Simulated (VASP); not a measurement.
Calculation: PBEsol GGA, VASP's PBE PAW potentials (set 64) (plane waves; VASP).

VASP input:

### KPOINTS
```
Automatic mesh
0
G
10 10 10
0 0 0
```

### INCAR
```
SYSTEM = TiAl3
PREC = Accurate
ENCUT = 400
EDIFF = 1E-6
NELM = 100
ALGO = Normal
LREAL = .FALSE.
LASPH = .TRUE.
ISMEAR = 1
SIGMA = 0.1
GGA = PS
LMAXMIX = 4
LWAVE = .FALSE.
LCHARG = .FALSE.
IBRION = 2
ISIF = 3
NSW = 60
EDIFFG = -0.02
```

POSCAR:
```
TiAl3
1.0
 -1.9088118573   1.9088118573   4.2701757206
  1.9088118573  -1.9088118573   4.2701757206
  1.9088118573   1.9088118573  -4.2701757206
Ti Al
1 3
direct
  0.0000000000   0.0000000000   0.0000000000
  0.5000000000   0.5000000000   0.0000000000
  0.7500000000   0.2500000000   0.5000000000
  0.2500000000   0.7500000000   0.5000000000
```

POTCAR, in this order: Ti_sv Al (PBE.64 set). Program: vasp_std.

Question: What does the run give for the energy per atom (σ→0), band gap (on the k-mesh)?

Answer: 
```json
{
  "energy per atom (σ→0)": "-5.556 eV/atom",
  "band gap (on the k-mesh)": "none (metal, semimetal or under 0.01 eV)"
}
```

File OSZICAR:
```
...
DAV:   8    -0.222647256145E+02    0.44539E-01   -0.13636E+00  3736   0.104E+01    0.155E+00
DAV:   9    -0.222250470331E+02    0.39679E-01   -0.38136E-01  3824   0.521E+00    0.205E-01
DAV:  10    -0.222263658657E+02   -0.13188E-02   -0.82337E-03  3794   0.831E-01    0.275E-01
DAV:  11    -0.222248764312E+02    0.14894E-02   -0.85985E-03  4068   0.717E-01    0.497E-02
DAV:  12    -0.222248813495E+02   -0.49183E-05   -0.13080E-04  3600   0.981E-02    0.255E-02
DAV:  13    -0.222248784948E+02    0.28547E-05   -0.13091E-05  4056   0.334E-02    0.599E-03
DAV:  14    -0.222248780934E+02    0.40142E-06   -0.33128E-06  3078   0.124E-02
   1 F= -.22224878E+02 E0= -.22224688E+02  d E =-.222249E+02
```

The compound is TiAl3 in the sg139 structure. It was relaxed first. The start is the result of an earlier pass. The electron count is odd and the run is not spin-polarised, which forces a metal.
